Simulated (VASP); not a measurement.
Data:

```
CoSi2
1.0
    0.00000     2.65582     2.65582
    2.65582     0.00000     2.65582
    2.65582     2.65582     0.00000
Co Si
1 2
Direct
  0.00000   0.00000   0.00000
  0.25000   0.25000   0.25000
  0.75000   0.75000   0.75000
```

Calculation: PBEsol GGA, VASP's PBE PAW potentials (set 64) (plane waves; VASP). Run with 500 eV cut-off, 10×10×10 Γ-centred mesh, first-order Methfessel-Paxton smearing of 0.10 eV, potentials Co Si.

Q: Predict the energy per atom (σ→0), band gap (on the k-mesh) with the smallest direct gap where there is one.

A: 
```yaml
band gap (on the k-mesh): none (metal, semimetal or under 0.01 eV)
energy per atom (σ→0): -6.994 eV/atom
```

The absolute energy has meaning only against runs of the same code, potentials and settings.

The compound is CoSi2 in the fluorite structure. It was relaxed first. The run is not spin-polarised, so no magnetic state was tried. The electron count is odd and the run is not spin-polarised, which forces a metal.
